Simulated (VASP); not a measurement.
```xyz
2
Lattice="2.5067 0.0000 0.0000 0.0000 2.5067 0.0000 0.0000 0.0000 2.5067" Properties=species:S:1:pos:R:3 pbc="T T T"
Co     0.0000     0.0000     0.0000
O      1.2534     1.2534     1.2534
```
Starting moments (μB, in the order of the record's atoms Co O): 3.0 0.0.

These are PBE GGA, VASP's PBE PAW potentials (set 64) (plane waves; VASP) values and carry that method's errors. Run with 520 eV cut-off, 8×8×8 Γ-centred mesh, Gaussian smearing of 0.050 eV, potentials Co O.

The moments were started parallel, and other spin orders were not tried in this run.

Q: Give the stress tensor in GPa (positive for a compressed cell).

A: 
```
33.62   0.00   0.00
 0.00  33.62   0.00
 0.00   0.00  33.62
```
The pressure is its mean diagonal, 33.62 GPa.

The structure was generated: CoO was put into the CsCl type (Pm-3m), which need not be its known phase. The cell was not relaxed at this level. The k-mesh is coarse (spacing up to 0.31 per Å, 2π included), so the numbers may not be converged in it.
